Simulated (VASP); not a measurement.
```xyz
6
Lattice="4.2660 0.0000 0.0000 0.0000 4.2660 0.0000 0.0000 0.0000 9.0090" Properties=species:S:1:pos:R:3 pbc="T T T"
Sr     2.1330     0.0000     1.3350
Sr     0.0000     2.1330     7.6740
I      2.1330     0.0000     6.0626
I      0.0000     2.1330     2.9464
F      2.1330     2.1330     0.0000
F      0.0000     0.0000     0.0000
```

Calculation: r2SCAN meta-GGA, VASP's PBE PAW potentials (set 64) (plane waves; VASP). Numerical set-up: 520 eV cut-off, 5×5×3 Γ-centred mesh, Gaussian smearing of 0.050 eV, potentials Sr_sv I F.

Unless said otherwise, spin-orbit coupling is left out, though it shifts the bands of the heavy elements here.

Problem. Predict the energy per atom (σ→0), band gap (on the k-mesh) with the smallest direct gap where there is one.

Solution. 
```yaml
band gap (on the k-mesh): 5.07 eV
smallest direct gap (on the k-mesh): 5.07 eV
energy per atom (σ→0): -17.394 eV/atom
```

Only differences to runs with the same potentials and settings are physical.

The structure comes from a computed database's SrIF entry (P4/nmm); how it stands against other phases isn't given here. It was relaxed first. The start is the result of an earlier pass.
